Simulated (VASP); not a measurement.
Input:

```yaml
crystal:
  lattice:
    - [0.00000, 1.97487, 1.97487]
    - [1.97487, 0.00000, 1.97487]
    - [1.97487, 1.97487, 0.00000]
  atoms:
    - { symbol: Pd, position: [0.00000, 0.00000, 0.00000] }
```

All values below come from PBEsol GGA, VASP's PBE PAW potentials (set 64) (plane waves; VASP 6.6.1). Numerical set-up: 520 eV cut-off, 16×16×16 Γ-centred mesh, first-order Methfessel-Paxton smearing of 0.10 eV, potentials Pd.

Question: What does the run give for the energy per atom (σ→0), pressure, band gap (on the k-mesh) with the smallest direct gap where there is one?

Answer: 
```yaml
band gap (on the k-mesh): none (metal, semimetal or under 0.01 eV)
energy per atom (σ→0): -5.930 eV/atom
pressure: -10.22 GPa
```

Total energies compare only between runs with the same potentials, cut-off and functional.

The compound is Pd in the fcc structure. This cell is one point of a volume scan, at 1.06 of the reference volume.
